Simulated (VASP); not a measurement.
Input of a VASP 6.6.1 run:

Contents of INCAR:

```
SYSTEM = Tl3SI
PREC = Accurate ; ENCUT = 520
EDIFF = 1E-6 ; ISMEAR = 0
SIGMA = 0.05 ; LREAL = .False.
LASPH = .True. ; NELM = 100
ALGO = Fast ; ISIF = 2
LWAVE = .False. ; LCHARG = .True.
GGA = PE ; LELF = .True.
LVHAR = .True. ; NBANDS = 34
```

The input KPOINTS:

```
regular mesh
0
Gamma
  4 4 4
  0 0 0
```

POSCAR

```
Tl3SI
1.0
    7.3641881465      0.0000000000      0.0000000000
    0.0000000000      7.3641881465      0.0000000000
    0.0000000000      0.0000000000      7.3641881465
S I Tl
1 1 3
Direct
    0.0000000000      0.0000000000      0.0000000000
    0.5000000000      0.5000000000      0.5000000000
    0.5000000000      0.5000000000      0.0000000000
    0.5000000000      0.0000000000      0.5000000000
    0.0000000000      0.5000000000      0.5000000000
```

Potentials or basis: VASP PAW PBE potentials, release 64 (S, I, Tl_d).

The run is started by

```console
$ cat potpaw_PBE.64/S/POTCAR potpaw_PBE.64/I/POTCAR potpaw_PBE.64/Tl_d/POTCAR > POTCAR
$ mpirun -np 1 vasp_std > vasp.out
```

Problem. What does it give for the pressure?

Solution. -1.8 GPa.

Problem. Estimate the band gap on the k mesh.

Solution. 0.10 eV, direct.

Caveat: spin-orbit coupling is left out, which as a rule narrows the gap of such compounds by several tenths of an eV. A k mesh can miss the band edges.
